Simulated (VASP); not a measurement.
Data:

```yaml
crystal:
  lattice:
    - [3.85400, 0.00000, 0.00000]
    - [0.00000, 3.85400, 0.00000]
    - [0.00000, 0.00000, 3.85400]
  atoms:
    - { symbol: Al, position: [0.00000, 0.00000, 0.00000] }
    - { symbol: Pt, position: [0.00000, 0.50000, 0.50000] }
    - { symbol: Pt, position: [0.50000, 0.00000, 0.50000] }
    - { symbol: Pt, position: [0.50000, 0.50000, 0.00000] }
```

These are LDA (Ceperley-Alder, Perdew-Zunger), VASP's LDA PAW potentials (set 64) (plane waves; VASP) values and carry that method's errors. Numerical set-up: 400 eV cut-off, 7×7×7 Γ-centred mesh, first-order Methfessel-Paxton smearing of 0.10 eV, potentials Al Pt.

Unless said otherwise, spin-orbit coupling is left out, though it shifts the bands of the heavy elements here.

What does the run give for the energy per atom (σ→0), band gap (on the k-mesh) with the smallest direct gap where there is one?

```yaml
band gap (on the k-mesh): none (metal, semimetal or under 0.01 eV)
energy per atom (σ→0): -7.391 eV/atom
```

The structure comes from a computed database's AlPt3 entry (Pm-3m); how it stands against other phases isn't given here. It was relaxed first. The start is the result of an earlier pass. The electron count is odd and the run is not spin-polarised, which forces a metal.
